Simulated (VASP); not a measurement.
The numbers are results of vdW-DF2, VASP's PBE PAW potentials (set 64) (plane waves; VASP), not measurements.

VASP input:

POSCAR:
```
MgS
1
    0.0000000000     2.6000000000     2.6000000000
    2.6000000000     0.0000000000     2.6000000000
    2.6000000000     2.6000000000     0.0000000000
Mg S
1 1
Direct
  0.0000000000   0.0000000000   0.0000000000
  0.5000000000   0.5000000000   0.5000000000
```

**KPOINTS**
```
Automatic mesh
0
Gamma
8 8 8
0 0 0
```

### INCAR
```
SYSTEM = MgS
PREC = Accurate
ENCUT = 520
EDIFF = 1E-6
NELM = 100
ALGO = Normal
LREAL = .FALSE.
LASPH = .TRUE.
ISMEAR = 0
SIGMA = 0.05
GGA = ML
ZAB_VDW = -1.8867
LUSE_VDW = .TRUE.
AGGAC = 0.0
LWAVE = .FALSE.
LCHARG = .FALSE.
IBRION = 2
ISIF = 3
NSW = 60
EDIFFG = -0.01
```

POTCAR, in this order: Mg S (PBE.64 set). Program: vasp_std.

Output

### OSZICAR
```
       N       E                     dE             d eps       ncg     rms          rms(c)
DAV:   1     0.287134543528E+02    0.28713E+02   -0.37784E+03   480   0.819E+02
DAV:   2    -0.475742914679E+01   -0.33471E+02   -0.31822E+02   640   0.111E+02
DAV:   3    -0.581572460404E+01   -0.10583E+01   -0.10583E+01   592   0.275E+01
DAV:   4    -0.582030562265E+01   -0.45810E-02   -0.45810E-02   704   0.209E+00
DAV:   5    -0.582031578596E+01   -0.10163E-04   -0.10163E-04   624   0.674E-02    0.416E+00
DAV:   6    -0.525462759865E+01    0.56569E+00   -0.17394E+00   504   0.689E+00    0.358E+00
DAV:   7    -0.522560513841E+01    0.29022E-01   -0.34557E-01   608   0.362E+00    0.312E+00
DAV:   8    -0.523686940706E+01   -0.11264E-01   -0.31780E-02   480   0.230E+00    0.127E+00
DAV:   9    -0.523642434228E+01    0.44506E-03   -0.10335E-03   632   0.321E-01    0.264E-01
DAV:  10    -0.523663600714E+01   -0.21166E-03   -0.46778E-04   544   0.246E-01    0.511E-02
DAV:  11    -0.523662627510E+01    0.97320E-05   -0.74268E-05   624   0.478E-02    0.365E-03
DAV:  12    -0.523662669866E+01   -0.42356E-06   -0.22309E-06   584   0.176E-02
   1 F= -.52366267E+01 E0= -.52366267E+01  d E =-.523663E+01
       N       E                     dE             d eps       ncg     rms          rms(c)
DAV:   1    -0.536441065570E+01   -0.12778E+00   -0.22530E+00   496   0.956E+00    0.258E+00
DAV:   2    -0.526665506634E+01    0.97756E-01   -0.31904E-01   496   0.293E+00    0.883E-01
DAV:   3    -0.525801655635E+01    0.86385E-02   -0.54423E-02   512   0.128E+00    0.487E-01
DAV:   4    -0.525779882132E+01    0.21774E-03   -0.52831E-04   560   0.196E-01    0.411E-01
DAV:   5    -0.525750169775E+01    0.29712E-03   -0.36698E-04   488   0.226E-01    0.722E-02
DAV:   6    -0.525749845161E+01    0.32461E-05   -0.23801E-06   648   0.171E-02    0.518E-02
DAV:   7    -0.525749879127E+01   -0.33965E-06   -0.19637E-06   424   0.131E-02
   2 F= -.52574988E+01 E0= -.52574988E+01  d E =-.208721E-01
       N       E                     dE             d eps       ncg     rms          rms(c)
DAV:   1    -0.526205342899E+01   -0.45550E-02   -0.75968E-02   496   0.179E+00    0.511E-01
DAV:   2    -0.525877542268E+01    0.32780E-02   -0.10656E-02   496   0.531E-01    0.159E-01
DAV:   3    -0.525849428903E+01    0.28113E-03   -0.17623E-03   528   0.234E-01    0.110E-01
DAV:   4    -0.525848871450E+01    0.55745E-05   -0.15622E-05   536   0.346E-02    0.951E-02
DAV:   5    -0.525848206081E+01    0.66537E-05   -0.14796E-05   464   0.454E-02    0.132E-02
DAV:   6    -0.525848190995E+01    0.15086E-06   -0.72800E-08   240   0.340E-03
   3 F= -.52584819E+01 E0= -.52584819E+01  d E =-.218552E-01
```

**OUTCAR**
```
------------------------ aborting loop because EDIFF is reached ----------------------------------------
  FORCE on cell =-STRESS in cart. coord.  units (eV):
  Direction    XX          YY          ZZ          XY          YZ          ZX
  --------------------------------------------------------------------------------------
  Total        0.0043878      0.0043878      0.0043878      0.0000000     -0.0000000      0.0000000
  in kB        0.1900249      0.1900249      0.1900249      0.0000000     -0.0000000      0.0000000
  external PRESSURE =       0.1900249 kB  Pullay stress =       0.0000000 kB
  volume of cell :       37.00
      direct lattice vectors                 reciprocal lattice vectors
    -0.000000000  2.644668832  2.644668832    -0.189059588  0.189059588  0.189059588
     2.644668832 -0.000000000  2.644668832     0.189059588 -0.189059588  0.189059588
     2.644668832  2.644668832  0.000000000     0.189059588  0.189059588 -0.189059588
 POSITION                                       TOTAL-FORCE (eV/Angst)
 -----------------------------------------------------------------------------------
      0.00000      0.00000      0.00000         0.000000     -0.000000      0.000000
      2.64467      2.64467      2.64467        -0.000000      0.000000     -0.000000
 -----------------------------------------------------------------------------------
    total drift:                                0.000000      0.000000      0.000000
  FREE ENERGIE OF THE ION-ELECTRON SYSTEM (eV)
  ---------------------------------------------------
  free  energy   TOTEN  =        -5.2584819099 eV

  energy  without entropy=       -5.2584819099  energy(sigma->0) =       -5.25848191

 reached required accuracy - stopping structural energy minimisation
```
(Selected blocks of OUTCAR.)

**CONTCAR**
```
MgS
   1.00000000000000
    -0.0000000000000000    2.6446688315366869    2.6446688315366869
     2.6446688315366869   -0.0000000000000000    2.6446688315366869
     2.6446688315366869    2.6446688315366869    0.0000000000000000
  Mg              S
     1     1
Direct
     0.0000000000000000    0.0000000000000000    0.0000000000000000
     0.5000000000000000    0.5000000000000000    0.5000000000000000
```

**OUTCAR**
```
 val. band max:        3.2630137819   @ k =   0.0000   0.0000   0.0000

 cond. band min:       5.9649075030   @ k =   0.5000   0.5000   0.0000


 Fermi energy:         3.5134468549

 k-point     1 :       0.0000    0.0000    0.0000
  band No.  band energies     occupation
      1      -9.0708      2.00000
      2       3.2630      2.00000
      3       3.2630      2.00000
      4       3.2630      2.00000
      5       6.7852      0.00000
      6      11.5338      0.00000
      7      11.5338      0.00000
      8      11.5338      0.00000

 k-point     2 :       0.1250    0.0000    0.0000
  band No.  band energies     occupation
      1      -8.9360      2.00000
      2       2.2961      2.00000
      3       3.1776      2.00000
      4       3.1776      2.00000
      5       7.5881      0.00000
      6      11.2181      0.00000
      7      11.7345      0.00000
      8      11.7345      0.00000

 k-point     3 :       0.2500    0.0000    0.0000
  band No.  band energies     occupation
      1      -8.5752      2.00000
      2       0.6781      2.00000
      3       2.9889      2.00000
      4       2.9889      2.00000
      5       8.3136      0.00000
      6      11.1987      0.00000
      7      11.1987      0.00000
      8      11.5018      0.00000

 k-point     4 :       0.3750    0.0000    0.0000
  band No.  band energies     occupation
      1      -8.1447      2.00000
      2      -0.6336      2.00000
      3       2.8204      2.00000
      4       2.8204      2.00000
      5       8.2432      0.00000
      6      10.5171      0.00000
      7      10.5171      0.00000
      8      12.4620      0.00000

 k-point     5 :       0.5000    0.0000    0.0000
  band No.  band energies     occupation
      1      -7.9364      2.00000
      2      -1.1511      2.00000
      3       2.7555      2.00000
      4       2.7555      2.00000
      5       8.1490      0.00000
      6      10.2718      0.00000
      7      10.2718      0.00000
...
```

Energy and stress use the plane-wave basis of the starting cell.

The compound is MgS in the rock salt structure. This run relaxes it. Symmetry was kept, so distortions that lower it aren't found.
